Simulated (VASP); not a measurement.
```xyz
2
Lattice="0.0000 2.3932 2.3932 2.3932 0.0000 2.3932 2.3932 2.3932 0.0000" Properties=species:S:1:pos:R:3 pbc="T T T"
B      0.0000     0.0000     0.0000
As     1.1966     1.1966     1.1966
```

Method: r2SCAN meta-GGA, VASP's PBE PAW potentials (set 64) (plane waves; VASP). Numerical set-up: 520 eV cut-off, 17×17×17 Γ-centred mesh, Gaussian smearing of 0.010 eV, potentials B As.

Question: Predict the energy per atom (σ→0).

Answer: 
```
Item                            Result
---------------------  ---------------
energy per atom (σ→0)  -11.128 eV/atom
```

The absolute energy has meaning only against runs of the same code, potentials and settings.

The compound is BAs in the zinc blende structure. It was relaxed first.
